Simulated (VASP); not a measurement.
# Lattice of CuAu (Tetraauricupride) across functionals and dispersion corrections, part 2 of 2

Which functional gives the lattice of CuAu (Tetraauricupride) as experiment finds it, and is a dearer one worth its cost? The start is a cell from a database of measured crystal structures.

VASP 6.6.1, plane waves and PAW; the level of theory is named at each step.

Still holding for the runs below: The k-mesh is coarse for a metal.

So far. Step 2 (Relaxation with PBE): It ends with forces that vanish by symmetry and a pressure of -0.06 GPa. The volume lies +4.2 % from that of the database's start. The conventional cell has a = 2.840 and c = 3.717 Å.

**3. Relaxation with LDA**

This step: LDA; plane waves and PAW (Cu, Au) (VASP 6.6.1).

LDA, the lowest rung, knows the local density alone.

INCAR

```
SYSTEM = CuAu
PREC = Accurate
ENCUT = 520
EDIFF = 1E-06
NELM = 100
ISMEAR = -1
SIGMA = 0.05
LREAL = .FALSE.
ALGO = Normal
GGA = CA
NBANDS = 17
LASPH = .TRUE.
LORBIT = 11
LWAVE = .FALSE.
LCHARG = .FALSE.
KPAR = 2
IBRION = 2
NSW = 60
ISIF = 3
EDIFFG = -0.01
```

POSCAR

```
CuAu
1.0
    2.8000000000      0.0000000000      0.0000000000
    0.0000000000      2.8000000000      0.0000000000
    0.0000000000      0.0000000000      3.6700000000
Cu Au
1 1
Direct
    0.5000000000      0.5000000000      0.5000000000
    0.0000000000      0.0000000000      0.0000000000
```

KPOINTS

```
Automatic mesh
0
Gamma
9 9 7
0 0 0
```

Potentials, in the order of the species: Cu and Au (PBE family, release 64).

Started as:

```
> mpirun -np 2 vasp_std
```

Log:

```text
[banner, memory and clock lines left out]
running    2 mpi-ranks, on    1 nodes
 distrk:  each k-point on    1 cores,    2 groups
 distr:  one band on    1 cores,    1 groups

 POSCAR found type information on POSCAR CuAu
 POSCAR found :  2 types and       2 ions
|                                                                             |
|               ----> ADVICE to this user running VASP <----                  |
|                                                                             |
|     You enforced a specific xc type in the INCAR file but a different       |
|     [... a line on the potential file left out ...]
|     I HOPE YOU KNOW WHAT YOU ARE DOING!                                     |
|                                                                             |

 LDA part: xc-table for (Slater(with rela. corr.)+CA(PZ))
 , standard interpolation
 POSCAR, INCAR and KPOINTS ok, starting setup
 FFT: planning ... GRIDC
 FFT: planning ... GRID_SOFT
 FFT: planning ... GRID
 WAVECAR not read
 entering main loop
       N       E                     dE             d eps       ncg     rms          rms(c)
DAV:   1     0.123610700912E+03    0.12361E+03   -0.11162E+04  2201   0.184E+03
DAV:   2    -0.616443391281E+01   -0.12978E+03   -0.12255E+03  2068   0.302E+02
DAV:   3    -0.106780556368E+02   -0.45136E+01   -0.44036E+01  2454   0.672E+01
DAV:   4    -0.107367178612E+02   -0.58662E-01   -0.58619E-01  2588   0.632E+00
DAV:   5    -0.107382385075E+02   -0.15206E-02   -0.15206E-02  2864   0.104E+00    0.128E+01
DAV:   6    -0.984985243535E+01    0.88839E+00   -0.97027E+00  2215   0.862E+01    0.561E+00
DAV:   7    -0.940572753188E+01    0.44412E+00   -0.34983E+00  2548   0.892E+01    0.573E+00
DAV:   8    -0.932640378315E+01    0.79324E-01   -0.33123E-01  2799   0.148E+01    0.261E+00
DAV:   9    -0.931898698420E+01    0.74168E-02   -0.15019E-02  3055   0.157E+00    0.211E-01
DAV:  10    -0.931839847464E+01    0.58851E-03   -0.34590E-03  2439   0.155E+00    0.546E-02
DAV:  11    -0.931838149673E+01    0.16978E-04   -0.14688E-04  3174   0.275E-01    0.261E-02
DAV:  12    -0.931838018858E+01    0.13081E-05   -0.75004E-06  3075   0.706E-02    0.340E-03
DAV:  13    -0.931838006782E+01    0.12076E-06   -0.42210E-07  1310   0.914E-03
   1 F= -.93183801E+01 E0= -.93165387E+01  d E =-.931838E+01
 curvature:   0.00 expect dE= 0.000E+00 dE for cont linesearch  0.000E+00
 trial: gam= 0.00000 g(F)=  0.000E+00 g(S)=  0.101E+00 ort = 0.000E+00 (trialstep = 0.100E+01)
 search vector abs. value=  0.101E+00
 bond charge predicted
       N       E                     dE             d eps       ncg     rms          rms(c)
DAV:   1    -0.120066138342E+02   -0.26882E+01   -0.35308E+01  2160   0.115E+02    0.141E+01
DAV:   2    -0.108289823147E+02    0.11776E+01   -0.24362E+01  2133   0.142E+02    0.752E+00
DAV:   3    -0.933015857994E+01    0.14988E+01   -0.58264E+00  2560   0.122E+02    0.275E+00
DAV:   4    -0.931538834406E+01    0.14770E-01   -0.26641E-01  2667   0.552E+00    0.161E+00
DAV:   5    -0.930001657271E+01    0.15372E-01   -0.52499E-02  3064   0.712E+00    0.296E-01
DAV:   6    -0.929871808284E+01    0.12985E-02   -0.13492E-02  2937   0.388E+00    0.100E-01
DAV:   7    -0.929861013099E+01    0.10795E-03   -0.17337E-03  2381   0.142E+00    0.633E-02
DAV:   8    -0.929857464987E+01    0.35481E-04   -0.23508E-04  2520   0.518E-01    0.705E-03
DAV:   9    -0.929857497827E+01   -0.32840E-06   -0.79308E-06  2365   0.259E-02
   2 F= -.92985750E+01 E0= -.92968454E+01  d E =0.198051E-01
[...]
3 F= -.93406940E+01 E0= -.93389305E+01  d E =-.223140E-01
[...]
4 F= -.93407099E+01 E0= -.93389481E+01  d E =-.223298E-01
[...]
5 F= -.93410315E+01 E0= -.93392889E+01  d E =-.321586E-03
[...]
6 F= -.93412788E+01 E0= -.93395556E+01  d E =-.568915E-03
[...]
7 F= -.93412226E+01 E0= -.93394981E+01  d E =0.562432E-04
 trial-energy change:    0.000056  1 .order    0.000040   -0.000062    0.000142
 step:   0.2734(harm=  0.3772)  dis= 0.00000  next Energy=    -9.341286 (dE=-0.674E-05)
 bond charge predicted
       N       E                     dE             d eps       ncg     rms          rms(c)
DAV:   1    -0.934243928076E+01   -0.12161E-02   -0.16665E-02  2197   0.261E+00    0.260E-01
DAV:   2    -0.934172293440E+01    0.71635E-03   -0.75083E-03  2135   0.270E+00    0.137E-01
DAV:   3    -0.934135173441E+01    0.37120E-03   -0.31306E-03  2255   0.197E+00    0.951E-02
DAV:   4    -0.934129477344E+01    0.56961E-04   -0.15217E-04  3011   0.381E-01    0.463E-02
DAV:   5    -0.934128259935E+01    0.12174E-04   -0.29568E-05  3028   0.156E-01    0.620E-03
DAV:   6    -0.934128214805E+01    0.45130E-06   -0.28403E-06  1622   0.354E-02
   8 F= -.93412821E+01 E0= -.93395588E+01  d E =-.331642E-05
 curvature:  -0.20 expect dE=-0.248E-05 dE for cont linesearch -0.224E-05
 trial: gam= 0.00000 g(F)=  0.131E-63 g(S)=  0.126E-04 ort =-0.247E-04 (trialstep = 0.104E+01)
 search vector abs. value=  0.126E-04
 reached required accuracy - stopping structural energy minimisation
```

It took 23 s on 2 MPI ranks of Intel Xeon 6975P-C (Granite Rapids), shared host; peak memory 0.31 GiB.

OUTCAR, selected parts (step 3):

```text
The static configuration has the point symmetry D_4h.

 Found     60 irreducible k-points:

   NELECT =      22.0000    total number of electrons

 E-fermi :   9.1276

 k-point     1 :       0.0000    0.0000    0.0000
  band No.  band energies     occupation
    ...
      7       6.1254      2.00000
      8       6.8930      2.00000
      9       7.3654      2.00000
     10       7.6110      2.00000
     11       7.6110      2.00000
     12      11.2941      0.00000
     13      17.8186      0.00000
     14      19.1303      0.00000
     15      19.1303      0.00000
     16      26.2728      0.00000
    ...

 k-point     2 :       0.1111    0.0000    0.0000
  band No.  band energies     occupation
    ...
      7       6.1708      2.00000
      8       6.8782      2.00000
      9       7.1692      2.00000
     10       7.2237      2.00000
     11       7.5427      2.00000
     12      12.1305      0.00000
     13      16.8890      0.00000
     14      18.3990      0.00000
     15      19.6478      0.00000
     16      25.8475      0.00000
    ...

  Total       -0.0130653     -0.0130653     -0.0134280      0.0000000      0.0000000      0.0000000
  in kB       -0.7555575     -0.7555575     -0.7765339      0.0000000      0.0000000      0.0000000
  external PRESSURE =      -0.7625496 kB  Pullay stress =       0.0000000 kB

  energy-cutoff  :      520.00
  volume of cell :       27.71
      direct lattice vectors                 reciprocal lattice vectors
     2.775589152  0.000000000 -0.000000000     0.360283870 -0.000000000  0.000000000
    -0.000000000  2.775589152  0.000000000     0.000000000  0.360283870  0.000000000
    -0.000000000  0.000000000  3.596272864     0.000000000 -0.000000000  0.278065664

 POSITION                                       TOTAL-FORCE (eV/Angst)
 -----------------------------------------------------------------------------------
      1.38779      1.38779      1.79814         0.000000      0.000000      0.000000
      0.00000      0.00000      0.00000        -0.000000      0.000000      0.000000
 -----------------------------------------------------------------------------------
    total drift:                                0.000000      0.000000     -0.000000

  FREE ENERGIE OF THE ION-ELECTRON SYSTEM (eV)
  ---------------------------------------------------
  free  energy   TOTEN  =        -9.3412821480 eV

  energy  without entropy=       -9.3378355018  energy(sigma->0) =       -9.33955882

 total charge
# of ion       s       p       d       tot
------------------------------------------
    1        0.404   0.361   9.239  10.004
    2        0.623   0.462   8.695   9.779
--------------------------------------------------
tot          1.027   0.823  17.934  19.783

[... 8 parts as in an earlier step ...]

[... 5 further parts left out ...]
```

CONTCAR:

```
CuAu
   1.00000000000000
     2.7755891521544838    0.0000000000000000   -0.0000000000000000
    -0.0000000000000000    2.7755891521544838    0.0000000000000000
    -0.0000000000000000    0.0000000000000000    3.5962728636652228
  Cu              Au
     1     1
Direct
     0.5000000000000000    0.5000000000000000    0.5000000000000000
     0.0000000000000000    0.0000000000000000    0.0000000000000000
```

The PAW data sets were made with PBE, though LDA sets exist; this is a small mismatch.

Step by step:

```csv
step,energy less that of the first step (eV),largest force (eV/Å),pressure (GPa),volume (Å³)
1,0.0000,0.0000,-6.56,28.77
2,0.0198,0.0000,10.39,26.39
3,-0.0223,0.0000,-0.28,27.74
4,-0.0223,0.0000,0.01,27.70
5,-0.0227,0.0000,0.13,27.70
6,-0.0229,0.0000,0.15,27.69
7,-0.0228,0.0000,-0.34,27.76
8,-0.0229,0.0000,-0.08,27.71
```

```csv
"conventional cell, symmetrised",before,after,change
a (Å),2.800,2.776,-0.9 %
b (Å),2.800,2.776,-0.9 %
c (Å),3.670,3.596,-2.0 %
volume (Å³/atom),14.39,13.85,-3.7 %
```

The relaxed structure:

```cif
data_structure
_symmetry_space_group_name_H-M 'P 1'
_symmetry_Int_Tables_number 1
_cell_length_a 2.7756
_cell_length_b 2.7756
_cell_length_c 3.5963
_cell_angle_alpha 90.000
_cell_angle_beta 90.000
_cell_angle_gamma 90.000
_cell_volume 27.71
loop_
_atom_site_label
_atom_site_type_symbol
_atom_site_fract_x
_atom_site_fract_y
_atom_site_fract_z
_atom_site_occupancy
Cu1 Cu 0.50000 0.50000 0.50000 1
Au2 Au 0.00000 0.00000 0.00000 1
```

This step gave:

| Quantity | Value |
| --- | --- |
| free energy (TOTEN) | -9.341 eV |
| energy at zero smearing | -9.340 eV |
| Fermi energy | 9.128 eV |
| pressure | -0.07625 GPa |
| SCF cycles over all ionic steps | 61 |

It ends at 13.85 Å³/atom, -3.7 % from the start, with -0.08 GPa left. The conventional cell has a = 2.776 and c = 3.596 Å.

**4. Relaxation with r2SCAN**

This step: r2SCAN; plane waves and PAW (Cu, Au) (VASP 6.6.1).

r2SCAN adds the kinetic-energy density, costs more than a GGA and is run with LASPH.

Edit INCAR of step 3 so:

```diff
@@ -9,5 +9,5 @@
 ALGO = Normal
-GGA = CA
+METAGGA = R2SCAN
+LASPH = .TRUE.
 NBANDS = 17
-LASPH = .TRUE.
 LORBIT = 11
```

POSCAR is that of step 3.

KPOINTS is that of step 3.

Started as:

```
> mpirun -np 2 vasp_std
```

Log:

```text
[banner, memory and clock lines left out]
running    2 mpi-ranks, on    1 nodes
[...]
[... a notice as in an earlier step ...]

 LDA part: xc-table for (None), standard interpolation
 POSCAR, INCAR and KPOINTS ok, starting setup
[...]
entering main loop
       N       E                     dE             d eps       ncg     rms          rms(c)
DAV:   1     0.705971412262E+02    0.70597E+02   -0.11478E+04  2193   0.189E+03
DAV:   2    -0.630508629469E+02   -0.13365E+03   -0.12629E+03  2067   0.312E+02
DAV:   3    -0.678021368674E+02   -0.47513E+01   -0.46576E+01  2463   0.704E+01
DAV:   4    -0.678673076004E+02   -0.65171E-01   -0.65128E-01  2572   0.672E+00
[...]
DAV:  12    -0.615563471256E+02    0.67715E-04   -0.12632E-04  3011   0.190E-01    0.280E-02
DAV:  13    -0.615563455802E+02    0.15454E-05   -0.45299E-05  2192   0.185E-01    0.356E-03
DAV:  14    -0.615563461398E+02   -0.55955E-06   -0.13935E-06  1576   0.349E-02
   1 F= -.61556346E+02 E0= -.61554463E+02  d E =-.615563E+02
[... from here on, the cycles between the ionic steps are left out ...]
   2 F= -.61555712E+02 E0= -.61553754E+02  d E =0.633853E-03
   3 F= -.61558510E+02 E0= -.61556596E+02  d E =-.216432E-02
   4 F= -.61558509E+02 E0= -.61556596E+02  d E =-.216302E-02
   5 F= -.61557959E+02 E0= -.61556062E+02  d E =-.161321E-02
   6 F= -.61558507E+02 E0= -.61556594E+02  d E =-.216044E-02
   7 F= -.61558610E+02 E0= -.61556721E+02  d E =-.103062E-03
   8 F= -.61558749E+02 E0= -.61556913E+02  d E =-.242463E-03
[...]
reached required accuracy - stopping structural energy minimisation
```

Elapsed: 93 s, on 2 MPI ranks; peak memory 0.33 GiB; 3.1 min of CPU time.

OUTCAR, selected parts (step 4):

```text
  Total        0.0081978      0.0081978      0.0035984      0.0000000      0.0000000      0.0000000
  in kB        0.4515125      0.4515125      0.1981919      0.0000000      0.0000000      0.0000000
  external PRESSURE =       0.3670723 kB  Pullay stress =       0.0000000 kB

 POSITION                                       TOTAL-FORCE (eV/Angst)
 -----------------------------------------------------------------------------------
      1.40935      1.40935      1.83068        -0.000000     -0.000000      0.000000
      0.00000      0.00000      3.66137         0.000000      0.000000      0.000000
 -----------------------------------------------------------------------------------
    total drift:                                0.000000      0.000000     -0.000000

  FREE ENERGIE OF THE ION-ELECTRON SYSTEM (eV)
  ---------------------------------------------------
  free  energy   TOTEN  =       -61.5587490477 eV

  energy  without entropy=      -61.5550772397  energy(sigma->0) =      -61.55691314

[... 2 parts as in an earlier step ...]

[... 2 further parts left out ...]
[key lines of the parts left out:]
E-fermi :   8.5991
```

The PAW data sets were made with PBE, which is usual practice but a small mismatch for other functionals.

The steps of the relaxation:

```csv
step,energy less that of the first step (eV),largest force (eV/Å),pressure (GPa),volume (Å³)
1,0.0000,0.0000,1.99,28.77
2,0.0006,0.0000,-2.24,29.52
3,-0.0022,0.0000,-0.06,29.12
4,-0.0022,0.0000,-0.06,29.11
5,-0.0016,0.0000,0.87,28.94
6,-0.0022,0.0000,0.08,29.11
7,-0.0023,0.0000,-0.05,29.10
8,-0.0024,0.0000,0.04,29.09
```

```csv
"conventional cell, symmetrised",before,after,change
a (Å),2.800,2.819,+0.7 %
b (Å),2.800,2.819,+0.7 %
c (Å),3.670,3.661,-0.2 %
volume (Å³/atom),14.39,14.54,+1.1 %
```

The relaxed structure:

```xyz
2
Lattice="2.8187 0.0000 0.0000 0.0000 2.8187 0.0000 0.0000 0.0000 3.6614" Properties=species:S:1:pos:R:3 pbc="T T T"
Cu    1.4093    1.4093    1.8307
Au    0.0000    0.0000    0.0000
```

It ends at 14.54 Å³/atom, +1.1 % from the start, with 0.04 GPa left. The conventional cell has a = 2.819 and c = 3.661 Å.

**5. Relaxation with PBE + D3(BJ)**

This step: PBE with D3(BJ); plane waves and PAW (Cu, Au) (VASP 6.6.1).

A dispersion term adds the long-range attraction that semilocal functionals lack. D3 with Becke-Johnson damping keeps a finite attraction at short range.

Edit INCAR of step 4 so:

```diff
@@ -9,5 +9,6 @@
 ALGO = Normal
-METAGGA = R2SCAN
+GGA = PE
+IVDW = 12
+NBANDS = 17
 LASPH = .TRUE.
-NBANDS = 17
 LORBIT = 11
```

POSCAR is that of step 4.

KPOINTS is that of step 4.

Started as:

```
> mpirun -np 2 vasp_std
```

Log:

```text
[... set-up lines as in an earlier step ...]
 entering main loop
       N       E                     dE             d eps       ncg     rms          rms(c)
[... 13 cycles as in an earlier step ...]
   1 F= -.82949611E+01 E0= -.82930434E+01  d E =-.829496E+01
[... from here on, the cycles between the ionic steps are left out ...]
   2 F= -.82950507E+01 E0= -.82931986E+01  d E =-.896319E-04
   3 F= -.82953501E+01 E0= -.82934694E+01  d E =-.388987E-03
   4 F= -.82953493E+01 E0= -.82934672E+01  d E =-.388157E-03
   5 F= -.82955358E+01 E0= -.82936832E+01  d E =-.186568E-03
   6 F= -.82956605E+01 E0= -.82938443E+01  d E =-.311217E-03
   7 F= -.82956629E+01 E0= -.82938450E+01  d E =-.313662E-03
[...]
reached required accuracy - stopping structural energy minimisation
```

The job ended after 22 s (2 MPI ranks; peak memory 0.34 GiB).

OUTCAR, selected parts (step 5):

```text
 Edisp (eV)   -1.24612

 Edisp (eV)   -1.24615

  Total      -0.00520    -0.00520    -0.00092     0.00000     0.00000     0.00000
  in kB      -0.29062    -0.29062    -0.05130     0.00000     0.00000     0.00000
  external pressure =       -0.21 kB  Pullay stress =        0.00 kB

 POSITION                                       TOTAL-FORCE (eV/Angst)
 -----------------------------------------------------------------------------------
      1.40256      1.40256      1.82035         0.000000      0.000000      0.000000
      0.00000      0.00000     -0.00000        -0.000000     -0.000000      0.000000
 -----------------------------------------------------------------------------------
    total drift:                                0.000000      0.000000     -0.000000

  FREE ENERGIE OF THE ION-ELECTRON SYSTEM (eV)
  ---------------------------------------------------
  free  energy   TOTEN  =        -8.2956629263 eV

  energy  without entropy=       -8.2920270284  energy(sigma->0) =       -8.29384498

[... 2 parts as in an earlier step ...]

[... 2 further parts left out ...]
[key lines of the parts left out:]
E-fermi :   8.9700
```

Dispersion corrections of this kind ignore metallic screening and tend to overbind metals.

Relaxation path:

```csv
step,energy less that of the first step (eV),largest force (eV/Å),pressure (GPa),volume (Å³)
1,0.0000,0.0000,-0.74,28.77
2,-0.0001,0.0000,0.85,28.50
3,-0.0004,0.0000,0.18,28.63
4,-0.0004,0.0000,0.13,28.63
5,-0.0006,0.0000,0.12,28.64
6,-0.0007,0.0000,0.11,28.65
7,-0.0007,0.0000,-0.02,28.65
```

```csv
"conventional cell, symmetrised",before,after,change
a (Å),2.800,2.805,+0.2 %
b (Å),2.800,2.805,+0.2 %
c (Å),3.670,3.641,-0.8 %
volume (Å³/atom),14.39,14.32,-0.4 %
```

The relaxed structure:

```
Cu Au
1.0
     2.80513    0.00000    0.00000
     0.00000    2.80513    0.00000
     0.00000    0.00000    3.64070
Cu Au
1 1
Direct
  0.50000 0.50000 0.50000
  0.00000 0.00000 0.00000
```

It ends at 14.32 Å³/atom, -0.4 % from the start, with -0.02 GPa left. The conventional cell has a = 2.805 and c = 3.641 Å. Against plain PBE, the dispersion term moves a by -1.2 % and c by -2.1 %.

**6. The cells as a table**

This step: relaxed cells at several levels; plane waves and PAW (VASP 6.6.1).

Derived from the runs above.

Lengths are those of the conventional cell; cost is the wall time of each run, as given at its step, times its ranks, without the set-up around it. Results by level, by row:

```csv
level,volume (Å³/atom),change from the start (%),a (Å),c (Å),cost (core minutes)
PBE,14.99,4.2,2.84,3.717,0.453
LDA,13.85,-3.7,2.776,3.596,0.767
r2SCAN,14.54,1.1,2.819,3.661,3.1
PBE + D3(BJ),14.32,-0.4,2.805,3.641,0.733
```

**7. Results**

```
volume, PBE          : 14.99 Å³/atom
volume, LDA          : 13.85 Å³/atom
volume, r2SCAN       : 14.54 Å³/atom
volume, PBE + D3(BJ) : 14.32 Å³/atom
```

For CuAu (Tetraauricupride) the levels give volumes between 13.85 Å³/atom (LDA) and 14.99 Å³/atom (PBE), a spread of 8.2 %, while the cost of the finished runs spans a factor of 6.8. Against the volume of the start, a cell from experiment, PBE + D3(BJ) comes nearest (-0.4 %) and PBE lies farthest (+4.2 %); thermal expansion is in that cell alone. Within 2 % of it: r2SCAN and PBE + D3(BJ). The costs hold the number of ionic steps as well as the price of the functional. Against the listed lengths the levels give a from -0.9 % to +1.4 % and c from -2.0 % to +1.3 %. Adding D3(BJ) to PBE changes the volume by -4.5 % (a by -1.2 % and c by -2.1 %). Pairwise corrections of the D and TS kind ignore the screening in a metal, so they may overbind here. Within 0.02 Å all end in space group P4/mmm; the runs can't lower the symmetry of the start. The k-sampling is coarse for a metal, so the Fermi level, pressures and the shape of the cell carry errors. Spin-orbit coupling is left out. Each is a single relaxation on the plane waves of the start cell, so larger changes of volume carry a basis-set error that was not tested here. Zero-point and thermal expansion are not included.

[Lines on the potential files, build, host, timing and source positions are cut from VASP's logs without a mark.]

[Logs are printed without paths, hosts, clocks, repeated set-up lines and the standing remarks that a program may print on its own settings, such as how far it seeks lower states.]

[Hosts, paths, dates, database ids (printed as entryN), source tags and the programs' standing remarks are cut or masked in the printed files.]

[A measured line is paired with the nearest computed mode of its activity, which favours agreement.]
